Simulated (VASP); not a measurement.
These are revTPSS meta-GGA, VASP's PBE PAW potentials (set 64) (plane waves; VASP) values and carry that method's errors.

VASP ran on this input.

INCAR:
```
SYSTEM = Rh
PREC = Accurate
ENCUT = 520
EDIFF = 1E-7
NELM = 100
ALGO = Normal
LREAL = .FALSE.
LASPH = .TRUE.
ISMEAR = 1
SIGMA = 0.1
METAGGA = RTPSS
LMIXTAU = .TRUE.
LMAXMIX = 4
LWAVE = .FALSE.
LCHARG = .FALSE.
ISIF = 2
```

KPOINTS:
```
Automatic mesh
0
Gamma
 16 16 16
0 0 0
```

### POSCAR
```
Rh
2.7107620
  0.0000000000   0.7071068660   0.7071068660
  0.7071068660   0.0000000000   0.7071068660
  0.7071068660   0.7071068660   0.0000000000
Rh
1
Cart
  0.0000000000   0.0000000000   0.0000000000
```

POTCAR, in this order: Rh_pv (PBE.64 set). Program: vasp_std.

What VASP printed:

### OUTCAR
```
 ion  position               nearest neighbor table
   1  0.000  0.000  0.000-
  LATTYP: Found a face centered cubic cell.
 ALAT       =     3.8335968448
 Subroutine PRICEL returns:
 Original cell was already a primitive cell.
 Subroutine GETGRP returns: Found 48 space group operations
The static configuration has the point symmetry O_h .
The dynamic configuration has the point symmetry O_h .
 Subroutine INISYM returns: Found 48 space group operations
 Subroutine IBZKPT returns following result:
 Found    145 irreducible k-points:

 Following reciprocal coordinates:
            Coordinates               Weight
  0.000000  0.000000  0.000000      1.000000
  0.062500  0.000000  0.000000      8.000000
  0.125000  0.000000  0.000000      8.000000
  0.187500  0.000000  0.000000      8.000000
  0.250000  0.000000  0.000000      8.000000
  0.312500  0.000000  0.000000      8.000000
  0.375000  0.000000  0.000000      8.000000
  0.437500  0.000000  0.000000      8.000000
  0.500000  0.000000  0.000000      4.000000
  0.062500  0.062500  0.000000      6.000000
...
```

OSZICAR:
```
       N       E                     dE             d eps       ncg     rms          rms(c)
DAV:   1     0.179324308905E+03    0.17932E+03   -0.10606E+04  3267   0.179E+03
DAV:   2     0.248272435984E+02   -0.15450E+03   -0.14792E+03  3553   0.521E+02
DAV:   3     0.208203738741E+02   -0.40069E+01   -0.39047E+01  3813   0.101E+02
DAV:   4     0.207601103124E+02   -0.60264E-01   -0.60199E-01  4171   0.135E+01
DAV:   5     0.207583742961E+02   -0.17360E-02   -0.17359E-02  4471   0.185E+00    0.151E+01
DAV:   6     0.753275379539E+01   -0.13226E+02   -0.25974E+01  3190   0.890E+01    0.182E+00
DAV:   7     0.740059044868E+01   -0.13216E+00   -0.10213E+00  3583   0.153E+01    0.174E+00
DAV:   8     0.680679150675E+01   -0.59380E+00   -0.26626E-01  3220   0.790E+00    0.913E-01
DAV:   9     0.682285150558E+01    0.16060E-01   -0.10943E-01  3799   0.505E+00    0.651E-01
DAV:  10     0.680192627101E+01   -0.20925E-01   -0.14793E-02  3409   0.190E+00    0.247E-01
DAV:  11     0.679703376044E+01   -0.48925E-02   -0.63225E-03  3532   0.120E+00    0.717E-02
DAV:  12     0.679704213309E+01    0.83726E-05   -0.36102E-04  3559   0.313E-01    0.708E-02
DAV:  13     0.679693760239E+01   -0.10453E-03   -0.91013E-05  3460   0.152E-01    0.244E-02
DAV:  14     0.679694579920E+01    0.81968E-05   -0.17458E-05  3490   0.504E-02    0.387E-03
DAV:  15     0.679693763015E+01   -0.81691E-05   -0.95272E-07  3739   0.167E-02    0.220E-03
DAV:  16     0.679694014099E+01    0.25108E-05   -0.79618E-08  1925   0.387E-03    0.577E-04
DAV:  17     0.679693781153E+01   -0.23295E-05   -0.11593E-08  1778   0.171E-03    0.204E-04
DAV:  18     0.679693828482E+01    0.47329E-06   -0.16251E-09  1709   0.660E-04    0.116E-04
DAV:  19     0.679693800226E+01   -0.28256E-06   -0.48280E-10  1733   0.328E-04    0.327E-05
DAV:  20     0.679693799389E+01   -0.83719E-08   -0.10587E-10  1712   0.149E-04
   1 F= 0.67969380E+01 E0= 0.67971387E+01  d E =-.602120E-03
```

OUTCAR:
```
------------------------ aborting loop because EDIFF is reached ----------------------------------------
  FORCE on cell =-STRESS in cart. coord.  units (eV):
  Direction    XX          YY          ZZ          XY          YZ          ZX
  --------------------------------------------------------------------------------------
  Total       -0.7067114     -0.7067114     -0.7067114      0.0000000      0.0000000     -0.0000000
  in kB      -80.3883894    -80.3883894    -80.3883894      0.0000000      0.0000000     -0.0000000
  external PRESSURE =     -80.3883894 kB  Pullay stress =       0.0000000 kB
  volume of cell :       14.09
      direct lattice vectors                 reciprocal lattice vectors
     0.000000000  1.916798422  1.916798422    -0.260851634  0.260851634  0.260851634
     1.916798422  0.000000000  1.916798422     0.260851634 -0.260851634  0.260851634
     1.916798422  1.916798422  0.000000000     0.260851634  0.260851634 -0.260851634
 POSITION                                       TOTAL-FORCE (eV/Angst)
 -----------------------------------------------------------------------------------
      0.00000      0.00000      0.00000        -0.000000     -0.000000     -0.000000
 -----------------------------------------------------------------------------------
    total drift:                                0.000000      0.000000      0.000000
  FREE ENERGIE OF THE ION-ELECTRON SYSTEM (eV)
  ---------------------------------------------------
  free  energy   TOTEN  =         6.7969379939 eV

  energy  without entropy=        6.7975401142  energy(sigma->0) =        6.79713870
```
(Selected blocks of OUTCAR.)

### OUTCAR
```
 val. band max:       11.4232243857   @ k =   0.4375   0.1250   0.0625

 cond. band min:      11.4314227327   @ k =  -0.1875   0.1250   0.0000


 Fermi energy:        11.4251408280

 k-point     1 :       0.0000    0.0000    0.0000
  band No.  band energies     occupation
      1     -35.2840      2.00000
      2     -35.2840      2.00000
      3     -35.2840      2.00000
      4       3.6042      2.00000
      5       8.4742      2.00000
      6       8.4742      2.00000
      7       8.4742      2.00000
      8      10.4577      2.00000
      9      10.4577      2.00000
     10      27.6722      0.00000
     11      30.1524      0.00000

 k-point     2 :       0.0625    0.0000    0.0000
  band No.  band energies     occupation
      1     -35.3107      2.00000
      2     -35.2876      2.00000
      3     -35.2876      2.00000
      4       3.7583      2.00000
      5       8.4063      2.00000
      6       8.5342      2.00000
      7       8.5342      2.00000
      8      10.4244      2.00000
      9      10.4244      2.00000
     10      27.8852      0.00000
     11      30.1519      0.00000

 k-point     3 :       0.1250    0.0000    0.0000
  band No.  band energies     occupation
      1     -35.3864      2.00000
      2     -35.2979      2.00000
      3     -35.2979      2.00000
      4       4.1954      2.00000
      5       8.2451      2.00000
      6       8.6833      2.00000
      7       8.6833      2.00000
      8      10.3628      2.00000
      9      10.3628      2.00000
     10      28.4187      0.00000
     11      30.1537      0.00000

 k-point     4 :       0.1875    0.0000    0.0000
  band No.  band energies     occupation
      1     -35.4985      2.00000
      2     -35.3133      2.00000
      3     -35.3133      2.00000
      4       4.8166      2.00000
      5       8.1275      2.00000
      6       8.8174      2.00000
      7       8.8174      2.00000
      8      10.3894      2.00000
      9      10.3894      2.00000
...
```

The compound is Rh in the fcc structure. This cell is one point of a volume scan, at 1.03 of the reference volume.
